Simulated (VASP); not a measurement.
The system is TiSn.

```xyz
2
Lattice="0.0000 2.7634 2.7634 2.7634 0.0000 2.7634 2.7634 2.7634 0.0000" Properties=species:S:1:pos:R:3 pbc="T T T"
Ti    2.7634    2.7634    2.7634
Sn    0.0000    0.0000    0.0000
```

The cell was built by a generator and needn't be a form met in nature.

| Quantity | Value |
| --- | --- |
| Program | VASP 6.6.1 |
| Task | relaxation of cell and atoms |
| Functional | PBE |
| Potentials or basis | VASP PAW PBE potentials, release 64 (Ti_sv, Sn_d) |
| Cutoff | 520 eV |
| k mesh | 6 × 6 × 6 |
| Occupations | gaussian, width 0.15 eV |
| Spin | no spin polarisation |

At the start: pressure 3.0 GPa; volume 21.10 Å³/atom.

**Question.** Where does the relaxation end?

**Answer.** Over 3 steps the energy falls by 9.2 meV/atom and the volume is 22.04 Å³/atom (+4.4 %); space group Fm-3m (No. 225, to 0.05 Å).

The path:
```tsv
step	energy change (eV)	largest force (eV/Å)	pressure (GPa)	volume (Å³)
1	0.0000	0.0000	2.97	42.21
2	-0.0153	0.0000	-0.74	44.64
3	-0.0184	0.0000	-0.47	44.08
```

Final structure:
```cif
data_structure
_symmetry_space_group_name_H-M 'P 1'
_symmetry_Int_Tables_number 1
_cell_length_a 3.9651
_cell_length_b 3.9651
_cell_length_c 3.9651
_cell_angle_alpha 60.000
_cell_angle_beta 60.000
_cell_angle_gamma 60.000
_cell_volume 44.08
loop_
_atom_site_label
_atom_site_type_symbol
_atom_site_fract_x
_atom_site_fract_y
_atom_site_fract_z
_atom_site_occupancy
Ti1 Ti 0.50000 0.50000 0.50000 1
Sn1 Sn 0.00000 0.00000 0.00000 1
```
